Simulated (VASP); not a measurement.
OSZICAR of a VASP run on SiO₂ (rutile):

OSZICAR:
```
       N       E                     dE             d eps       ncg     rms          rms(c)
DAV:   1     0.181517163437E+03    0.18152E+03   -0.20178E+04  1200   0.178E+03
DAV:   2    -0.455372284295E+02   -0.22705E+03   -0.21834E+03  1632   0.347E+02
DAV:   3    -0.531466886589E+02   -0.76095E+01   -0.75859E+01  1436   0.672E+01
DAV:   4    -0.532071757818E+02   -0.60487E-01   -0.60411E-01  1424   0.672E+00
DAV:   5    -0.532078259384E+02   -0.65016E-03   -0.65004E-03  1376   0.689E-01    0.172E+01
DAV:   6    -0.490281865384E+02    0.41796E+01   -0.16180E+01  1356   0.284E+01    0.815E+00
DAV:   7    -0.489957617559E+02    0.32425E-01   -0.48499E-01  1424   0.482E+00    0.303E+00
DAV:   8    -0.489866623491E+02    0.90994E-02   -0.16994E-02  1352   0.138E+00    0.100E+00
DAV:   9    -0.489868297879E+02   -0.16744E-03   -0.45641E-03  1424   0.730E-01    0.266E-01
DAV:  10    -0.489869300079E+02   -0.10022E-03   -0.33384E-04  1408   0.161E-01    0.354E-02
DAV:  11    -0.489869109583E+02    0.19050E-04   -0.82024E-05  1404   0.703E-02    0.684E-03
DAV:  12    -0.489869111478E+02   -0.18950E-06   -0.53814E-06  1360   0.175E-02
   1 F= -.47540258E+02 E0= -.47540258E+02  d E =-.475403E+02
       N       E                     dE             d eps       ncg     rms          rms(c)
DAV:   1    -0.489877487282E+02   -0.83777E-03   -0.19376E-02  1320   0.123E+00    0.919E-02
DAV:   2    -0.489876428443E+02    0.10588E-03   -0.25800E-04  1396   0.133E-01    0.475E-02
DAV:   3    -0.489876006457E+02    0.42199E-04   -0.43814E-05  1408   0.569E-02    0.115E-02
DAV:   4    -0.489875980207E+02    0.26250E-05   -0.69832E-06  1392   0.223E-02    0.247E-03
DAV:   5    -0.489875979572E+02    0.63476E-07   -0.26693E-07   728   0.429E-03
   2 F= -.47540315E+02 E0= -.47540315E+02  d E =-.571173E-04
```

Question: Which electronic solver shows in the log?

Answer: It is blocked Davidson (ALGO = Normal, or the opening steps of other solvers). The INCAR had ALGO = Normal.

Question: Can the final energy be trusted as converged?

Answer: The calculation finished and met its thresholds. It stopped with EDIFF = 1E-6, NELM = 100, NSW = 40 and EDIFFG = -0.02 after 2 ionic steps (PBEsol GGA, plane waves, VASP's PBE PAW potentials (set 64)).

The compound is SiO2 in the rutile structure, stishovite, a high-pressure form. This run relaxes it under an external pressure of 5 GPa. Symmetry was kept, so distortions that lower it aren't found.
